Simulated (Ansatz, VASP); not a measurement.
**One calculation of Ga5Mo, two programs**

```
Ga Mo
1.0
     3.51068    0.00000    0.00000
     0.00000    3.51068    0.00000
     0.00000    0.00000    8.01262
Ga Mo
5 1
Direct
  0.50000 0.50000 0.15820
  0.00000 0.00000 0.33395
  0.50000 0.50000 0.84180
  0.00000 0.00000 0.66605
  0.50000 0.50000 0.50000
  0.00000 0.00000 0.00000
```

Alike in both runs: functional PBE; k mesh 5 × 5 × 2; occupations gaussian, width 0.2 eV; no spin polarisation.

Ansatz relaxed the structure, and its values are those at the end. VASP's run is a single point on that final structure, the one shown.

|  | VASP | Ansatz |
| --- | --- | --- |
| version | VASP 6.6.1 | Ansatz 0.2.0 |
| potentials or method | VASP PAW PBE potentials, release 64 (Ga_d, Mo_sv) | scalar-relativistic, plane waves, PAW |
| plane-wave cutoff (eV) | 520 | 420 |
| valence electrons in the cell | 79 | 79 |

VASP gave:

- gap on the k mesh at the Fermi level (eV): none
- pressure (GPa): -0.1
- rms of the force components (eV/Å): 0.023

Task: Which values does Ansatz return?

Result: gap on the k mesh at the Fermi level (eV): none; pressure (GPa): -0.3; rms of the force components (eV/Å): 0.024.

A gap of «none» marks a metal or a gap that the smearing closes. The functional is the same, so the differences come from potentials, cutoffs and numerics.

Caveats: the k mesh is coarse (spacing up to 0.39 Å⁻¹), so the values aren't converged.
